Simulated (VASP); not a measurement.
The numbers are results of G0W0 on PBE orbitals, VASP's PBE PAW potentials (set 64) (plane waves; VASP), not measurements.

The input files of a VASP run:

POSCAR:
```
Li2O
1
    0.0000000000     2.3268550000     2.3268550000
    2.3268550000     0.0000000000     2.3268550000
    2.3268550000     2.3268550000     0.0000000000
Li O
2 1
Direct
  0.7500000000   0.7500000000   0.7500000000
  0.2500000000   0.2500000000   0.2500000000
  0.0000000000   0.0000000000   0.0000000000
```

INCAR:
```
! general
SYSTEM      = Li2O
PREC        = Normal
ENCUT       = 500   ! plane-wave cut-off (eV)
LREAL       = F
LASPH       = T
NBANDS      = 132

! electronic loop
ALGO        = EVGW0

! smearing
ISMEAR      = 0
SIGMA       = 0.01   ! width (eV)

! functional
GGA         = PE   ! PBE

! output
LWAVE       = F
LCHARG      = F

! other
NELMGW      = 1
NOMEGA      = 64
ENCUTGW     = 170
NBANDSGW    = 14
LSPECTRALGW = T
```

**KPOINTS**
```
Automatic mesh
0
Gamma
5 5 5
0 0 0
```

POTCAR, in this order: Li_sv_GW O_GW_new (PBE.64 set). Program: vasp_std. Read from the step before: WAVECAR, WAVEDER.

The resulting files:

**OSZICAR**
```
energies w=
    0.000    0.000    1.089    0.000    2.177    0.000    3.259    0.000
    4.335    0.000    5.402    0.000    6.459    0.000    7.504    0.000
    8.537    0.000    9.557    0.000   10.563    0.000   11.555    0.000
   12.535    0.000   13.501    0.000   14.455    0.000   15.398    0.000
   16.331    0.000   17.255    0.000   18.172    0.000   19.083    0.000
   19.989    0.000   20.893    0.000   21.796    0.000   22.700    0.000
   23.607    0.000   24.520    0.000   25.439    0.000   26.369    0.000
   27.311    0.000   28.268    0.000   29.244    0.000   30.240    0.000
   31.262    0.000   32.311    0.000   33.394    0.000   34.513    0.000
   35.676    0.000   36.886    0.000   38.151    0.000   39.479    0.000
   40.877    0.000   42.356    0.000   43.927    0.000   45.602    0.000
   47.397    0.000   49.331    0.000   51.424    0.000   53.704    0.000
   56.199    0.000   58.950    0.000   62.002    0.000   65.415    0.000
   69.261    0.000   73.634    0.000   78.658    0.000   84.494    0.000
   91.362    0.000   99.563    0.000  109.530    0.000  121.898    0.000
  137.647    0.000  158.364    0.000  186.803    0.000  228.208    0.000
NQ=   1    0.0000    0.0000    0.0000,
 performed        225000 updates of chi_q(r,r)
NQ=   2    0.2000    0.0000    0.0000,
 performed        669000 updates of chi_q(r,r)
NQ=   3    0.4000    0.0000    0.0000,
 performed       1113000 updates of chi_q(r,r)
NQ=   4    0.2000    0.2000    0.0000,
 performed       1505000 updates of chi_q(r,r)
NQ=   5    0.4000    0.2000    0.0000,
 performed       2111000 updates of chi_q(r,r)
NQ=   6   -0.4000    0.2000    0.0000,
 performed       2717000 updates of chi_q(r,r)
NQ=   7   -0.2000    0.2000    0.0000,
 performed       3220000 updates of chi_q(r,r)
NQ=   8    0.4000    0.4000    0.0000,
 performed       3612000 updates of chi_q(r,r)
NQ=   9   -0.4000    0.4000    0.0000,
 performed       4115000 updates of chi_q(r,r)
NQ=  10   -0.4000    0.4000    0.2000,
 performed       4729000 updates of chi_q(r,r)
 resolving degeneracies of screened two electron integrals
```

### OUTCAR
```


 k-point   1 :       0.0000    0.0000    0.0000
  band No.  KS-energies  QP-energies   sigma(KS)   V_xc(KS)     V^pw_x(r,r')   Z            occupation Imag(sigma)

      1     -42.0345     -50.3854     -37.9506     -27.3657     -43.1287       0.7889       2.0000       0.2418
      2     -41.7303     -50.2728     -38.4167     -27.7900     -43.5572       0.8039       2.0000       0.1991
      3     -14.4327     -16.7110     -22.5769     -19.3597     -30.9195       0.7082       2.0000       1.2371
      4       0.9719      -0.5493     -20.9907     -18.9889     -24.5693       0.7599       2.0000       0.1691
      5       0.9719      -0.5493     -20.9907     -18.9889     -24.5693       0.7599       2.0000       0.1691
      6       0.9719      -0.5493     -20.9907     -18.9889     -24.5693       0.7599       2.0000       0.1691
      7       6.0671       6.9153      -9.3897     -10.4199      -5.9895       0.8233       0.0000      -0.1122
      8      12.7671      13.9770      -7.4341      -8.8913      -3.3439       0.8303       0.0000      -0.1372
      9      12.7671      13.9770      -7.4341      -8.8913      -3.3439       0.8303       0.0000      -0.1372
     10      12.7671      13.9770      -7.4341      -8.8913      -3.3439       0.8303       0.0000      -0.1372
     11      19.7332      20.4849      -6.7911      -7.7244      -1.7604       0.8054       0.0000      -0.6728
     12      19.7332      20.4849      -6.7911      -7.7244      -1.7604       0.8054       0.0000      -0.6728
     13      19.7332      20.4849      -6.7911      -7.7244      -1.7604       0.8054       0.0000      -0.6728
     14      22.0804      23.1756      -7.5196      -8.8116      -2.8746       0.8477       0.0000      -0.6578

 k-point   2 :       0.2000    0.0000    0.0000
  band No.  KS-energies  QP-energies   sigma(KS)   V_xc(KS)     V^pw_x(r,r')   Z            occupation Imag(sigma)

      1     -42.0036     -50.3765     -38.0078     -27.4181     -43.1801       0.7907       2.0000       0.2326
      2     -41.7572     -50.2910     -38.3812     -27.7598     -43.5242       0.8034       2.0000       0.1999
      3     -14.3621     -16.6361     -22.6009     -19.4123     -30.9440       0.7132       2.0000       1.2338
      4      -0.1346      -1.8352     -19.2733     -17.0276     -22.7803       0.7572       2.0000       0.1877
      5       0.8093      -0.7372     -20.7773     -18.7404     -24.3656       0.7592       2.0000       0.1721
      6       0.8093      -0.7372     -20.7773     -18.7404     -24.3656       0.7592       2.0000       0.1721
      7       7.0392       8.0156     -10.1704     -11.3724      -6.7458       0.8123       0.0000      -0.1198
      8      12.6775      13.9204      -8.7002     -10.2279      -4.5253       0.8136       0.0000      -0.1699
      9      13.1739      14.3726      -7.6019      -9.0562      -3.4423       0.8242       0.0000      -0.1555
     10      13.1739      14.3726      -7.6019      -9.0562      -3.4423       0.8242       0.0000      -0.1555
     11      17.7311      18.6948      -7.1435      -8.3413      -2.5220       0.8045       0.0000      -0.3698
     12      17.7311      18.6948      -7.1435      -8.3413      -2.5220       0.8045       0.0000      -0.3698
     13      20.9159      21.8188      -7.2937      -8.3635      -2.3385       0.8440       0.0000      -0.8001
     14      25.7932      27.1241      -8.0407      -9.6103      -2.8321       0.8480       0.0000      -1.1496

 k-point   3 :       0.4000    0.0000    0.0000
  band No.  KS-energies  QP-energies   sigma(KS)   V_xc(KS)     V^pw_x(r,r')   Z            occupation Imag(sigma)

      1     -41.9203     -50.3397     -38.1366     -27.5355     -43.2959       0.7942       2.0000       0.2150
      2     -41.8274     -50.3026     -38.2790     -27.6674     -43.4280       0.7987       2.0000       0.2037
      3     -14.2375     -16.5015     -22.6576     -19.5226     -31.0068       0.7222       2.0000       1.2254
      4      -1.5348      -3.4287     -17.8327     -15.3047     -21.4670       0.7491       2.0000       0.2344
      5       0.5743      -1.0093     -20.5133     -18.4235     -24.1282       0.7578       2.0000       0.1772
      6       0.5743      -1.0093     -20.5133     -18.4235     -24.1282       0.7578       2.0000       0.1772
      7       9.0798      10.2237     -10.5586     -11.9880      -6.7934       0.8003       0.0000      -0.1557
      8      11.4265      12.6293      -9.9080     -11.4167      -5.7702       0.7972       0.0000      -0.1846
      9      13.0098      14.0599      -7.2035      -8.4758      -3.0837       0.8254       0.0000      -0.1711
     10      13.0098      14.0599      -7.2035      -8.4758      -3.0837       0.8254       0.0000      -0.1711
     11      18.1899      19.4790      -8.7265     -10.3591      -3.7281       0.7896       0.0000      -0.3890
     12      18.1899      19.4790      -8.7265     -10.3591      -3.7281       0.7896       0.0000      -0.3890
     13      23.0334      24.1801      -8.5208      -9.8765      -3.4023       0.8457       0.0000      -0.8890
     14      25.5599      27.2936      -9.1881     -11.2836      -4.1359       0.8273       0.0000      -0.6212

 k-point   4 :       0.2000    0.2000    0.0000
  band No.  KS-energies  QP-energies   sigma(KS)   V_xc(KS)     V^pw_x(r,r')   Z            occupation Imag(sigma)

      1     -41.9972     -50.3822     -38.0226     -27.4318     -43.1935       0.7917       2.0000       0.2297
      2     -41.7629     -50.2752     -38.3754     -27.7558     -43.5191       0.8016       2.0000       0.2000
      3     -14.3425     -16.6156     -22.6019     -19.4231     -30.9456       0.7151       2.0000       1.2336
      4       0.1630      -1.5082     -19.7863     -17.5830     -23.3113       0.7585       2.0000       0.1812
      5       0.4616      -1.1366     -20.2385     -18.1312     -23.8151       0.7585       2.0000       0.1781
      6       0.4616      -1.1366     -20.2385     -18.1312     -23.8151       0.7585       2.0000       0.1781
      7       6.9105       7.8690      -9.8128     -10.9861      -6.4087       0.8170       0.0000      -0.1175
      8      13.1423      14.4359      -8.5390     -10.1285      -4.2927       0.8139       0.0000      -0.1747
      9      13.1423      14.4359      -8.5390     -10.1285      -4.2927       0.8139       0.0000      -0.1747
     10      13.8156      15.0006      -7.7605      -9.1950      -3.5974       0.8261       0.0000      -0.1522
     11      15.1746      16.1384      -7.8690      -9.0478      -3.4460       0.8177       0.0000      -0.3055
     12      22.1149      23.1259      -6.8357      -8.0077      -1.7934       0.8626       0.0000      -0.8526
     13      22.1149      23.1259      -6.8357      -8.0077      -1.7934       0.8626       0.0000      -0.8526
     14      23.1856      24.2966      -7.5070      -8.8231      -2.7793       0.8441       0.0000      -0.6511

 k-point   5 :       0.4000    0.2000    0.0000
  band No.  KS-energies  QP-energies   sigma(KS)   V_xc(KS)     V^pw_x(r,r')   Z            occupation Imag(sigma)

      1     -41.9384     -50.3489     -38.1103     -27.5105     -43.2709       0.7935       2.0000       0.2159
      2     -41.8078     -50.3071     -38.3087     -27.6960     -43.4559       0.8009       2.0000       0.2017
      3     -14.2381     -16.4982     -22.6414     -19.5082     -30.9897       0.7213       2.0000       1.2274
      4      -0.9900      -2.8166     -18.4036     -15.9789     -21.9914       0.7533       2.0000       0.2141
      5       0.1779      -1.4613     -19.9053     -17.7398     -23.5024       0.7570       2.0000       0.1843
      6       0.2852      -1.3583     -20.1788     -18.0094     -23.7960       0.7576       2.0000       0.1826
      7       7.6908       8.6671      -9.3493     -10.5460      -5.8297       0.8158       0.0000      -0.1271
      8      12.3922      13.6288      -9.5105     -11.0529      -5.2682       0.8017       0.0000      -0.1940
      9      13.4296      14.6962      -8.7790     -10.3492      -4.4510       0.8066       0.0000      -0.2038
     10      14.4019      15.5877      -9.0553     -10.5261      -4.6448       0.8062       0.0000      -0.2486
     11      15.9907      17.2151      -8.4906     -10.0026      -3.9542       0.8097       0.0000      -0.2540
     12      20.7999      22.0369      -8.1999      -9.7242      -3.0982       0.8115       0.0000      -0.5499
     13      22.6378      24.0324      -8.2314      -9.8791      -3.2674       0.8464       0.0000      -0.8190
     14      24.4604      25.9078      -8.3074     -10.0606      -3.1437       0.8256       0.0000      -0.7467

 k-point   6 :      -0.4000    0.2000    0.0000
  band No.  KS-energies  QP-energies   sigma(KS)   V_xc(KS)     V^pw_x(r,r')   Z            occupation Imag(sigma)

      1     -41.8816     -50.3274     -38.2003     -27.5956     -43.3546       0.7964       2.0000       0.2080
      2     -41.8624     -50.3205     -38.2308     -27.6233     -43.3826       0.7974       2.0000       0.2051
      3     -14.1930     -16.4591     -22.6685     -19.5558     -31.0209       0.7280       2.0000       1.2236
      4      -1.4714      -3.3490     -17.8235     -15.3218     -21.4379       0.7505       2.0000       0.2316
      5      -0.0159      -1.7048     -19.8267     -17.5889     -23.4616       0.7547       2.0000       0.1900
      6       0.3176      -1.3050     -20.1358     -17.9971     -23.7459       0.7587       2.0000       0.1819
      7       8.9711      10.0157      -9.9516     -11.2524      -6.3270       0.8031       0.0000      -0.1501
      8      10.9886      12.1891      -9.2490     -10.7294      -5.1126       0.8109       0.0000      -0.1659
      9      13.6223      14.7593      -8.1187      -9.5175      -3.8250       0.8128       0.0000      -0.2144
     10      14.1003      15.3892      -9.9992     -11.6233      -5.5205       0.7936       0.0000      -0.2575
     11      18.1707      19.4425      -8.1936      -9.7855      -3.3675       0.7989       0.0000      -0.3297
     12      18.5205      19.7725      -8.9059     -10.4806      -4.0001       0.7951       0.0000      -0.3757
     13      23.6028      24.9648      -8.3973     -10.0179      -3.2745       0.8404       0.0000      -0.8392
     14      25.6438      27.3546      -8.9478     -11.0173      -3.9642       0.8267       0.0000      -0.5856

...
```
(Selected blocks of OUTCAR.)

The mesh is coarse and the basis finite, so the quasiparticle values are not converged.

The structure comes from a computed database's Li2O entry (Fm-3m); how it stands against other phases isn't given here. The cell was not relaxed at this level. The k-mesh is coarse (spacing up to 0.47 per Å, 2π included), so the numbers may not be converged in it.
